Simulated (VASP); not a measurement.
VASP ran on this input.

**KPOINTS**
```
Automatic mesh
0
Gamma
4 4 4
0 0 0
```

**POSCAR**
```
SrCl2
1
    0.0000000000     3.5598000000     3.5598000000
    3.5598000000     0.0000000000     3.5598000000
    3.5598000000     3.5598000000     0.0000000000
Sr Cl
1 2
Direct
  0.0000000000   0.0000000000   0.0000000000
  0.2500000000   0.2500000000   0.2500000000
  0.7500000000   0.7500000000   0.7500000000
```

**INCAR**
```
SYSTEM = SrCl2
PREC = Accurate
ENCUT = 400
EDIFF = 1E-6
NELM = 100
ALGO = Normal
LREAL = .FALSE.
LASPH = .TRUE.
ISMEAR = 0
SIGMA = 0.05
GGA = PE
LMAXMIX = 4
LWAVE = .FALSE.
LCHARG = .FALSE.
ISIF = 2
ISPIN = 2
MAGMOM = 1.0 1.0 1.0 1.0 1.0
```

POTCAR, in this order: Sr_sv Cl (PBE.64 set). Program: vasp_std.

Problem. One choice in this input is risky. Which, and does it do harm here?

Solution. The risk: MAGMOM holds more values than there are atoms. Here it does no harm: the run (PBE GGA, plane waves, VASP's PBE PAW potentials (set 64)) converges to the same energy and pressure as with the safe setting.
### OSZICAR
```
       N       E                     dE             d eps       ncg     rms          rms(c)
DAV:   1     0.123650536700E+03    0.12365E+03   -0.94704E+03   576   0.933E+02
DAV:   2    -0.481411161794E+01   -0.12846E+03   -0.12549E+03   750   0.209E+02
DAV:   3    -0.122156210042E+02   -0.74015E+01   -0.73819E+01   738   0.516E+01
DAV:   4    -0.124621619627E+02   -0.24654E+00   -0.24633E+00   982   0.824E+00
DAV:   5    -0.124650661768E+02   -0.29042E-02   -0.29039E-02   798   0.834E-01    0.129E+01
DAV:   6    -0.127164804168E+02   -0.25141E+00   -0.10172E+00   648   0.530E+00    0.764E+00
DAV:   7    -0.127322136718E+02   -0.15733E-01   -0.32010E-01   700   0.328E+00    0.446E+00
DAV:   8    -0.127721351930E+02   -0.39922E-01   -0.55183E-02   718   0.154E+00    0.185E+00
DAV:   9    -0.127768880769E+02   -0.47529E-02   -0.78152E-03   828   0.559E-01    0.360E-01
DAV:  10    -0.127796046306E+02   -0.27166E-02   -0.28509E-03   654   0.320E-01    0.151E-01
DAV:  11    -0.127805603518E+02   -0.95572E-03   -0.40219E-04   768   0.134E-01    0.975E-02
DAV:  12    -0.127811647912E+02   -0.60444E-03   -0.25658E-04   640   0.898E-02    0.409E-02
DAV:  13    -0.127813329461E+02   -0.16815E-03   -0.11133E-04   736   0.574E-02    0.158E-02
DAV:  14    -0.127813518370E+02   -0.18891E-04   -0.13069E-05   706   0.212E-02    0.939E-03
DAV:  15    -0.127813552166E+02   -0.33796E-05   -0.28376E-06   658   0.107E-02    0.303E-03
DAV:  16    -0.127813555001E+02   -0.28354E-06   -0.36303E-07   542   0.419E-03
   1 F= -.12781356E+02 E0= -.12781356E+02  d E =-.565323E-12  mag=     0.0000
```

The compound is SrCl2 in the fluorite structure. The cell was not relaxed at this level.
